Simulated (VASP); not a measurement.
Cd:

```
Cd
1.0
     2.95847    0.00000    0.00000
    -1.47924    2.56211    0.00000
     0.00000    0.00000    5.88593
Cd
2
Direct
  0.33333 0.66667 0.25000
  0.66667 0.33333 0.75000
```

* Program: VASP 6.6.1
* Task: relaxation of cell and atoms
* Functional: PBE
* Potentials or basis: VASP PAW PBE potentials, release 64 (Cd)
* Cutoff: 600 eV
* k mesh: 18 × 18 × 8
* Occupations: gaussian, width 0.1 eV
* Spin: no spin polarisation

At the start: pressure 2.1 GPa; volume 22.31 Å³/atom.

Q: How do energy, volume and symmetry change on relaxing?

A: Over 10 steps the energy falls by 7.6 meV/atom and the volume is 23.00 Å³/atom (+3.1 %); space group P6_3/mmc (No. 194, to 0.05 Å).

Step by step:
| step | energy change (eV) | largest force (eV/Å) | pressure (GPa) | volume (Å³) |
| --- | --- | --- | --- | --- |
| 1 | 0.0000 | 0.0000 | 2.13 | 44.62 |
| 2 | -0.0142 | 0.0000 | -0.36 | 46.55 |
| 3 | -0.0144 | 0.0000 | -0.12 | 46.34 |
| 4 | -0.0144 | 0.0000 | -0.16 | 46.37 |
| 5 | -0.0148 | 0.0000 | -0.11 | 46.27 |
| 6 | -0.0151 | 0.0000 | -0.03 | 46.11 |
| 7 | -0.0152 | 0.0000 | 0.18 | 45.79 |
| 8 | -0.0153 | 0.0000 | 0.09 | 45.91 |
| 9 | -0.0153 | 0.0000 | -0.03 | 46.01 |
| 10 | -0.0153 | 0.0000 | -0.01 | 45.99 |

Final structure:
```
Cd
1.0
     3.02245    0.00000    0.00000
    -1.51122    2.61752    0.00000
     0.00000    0.00000    5.81381
Cd
2
Direct
  0.33333 0.66667 0.25000
  0.66667 0.33333 0.75000
```
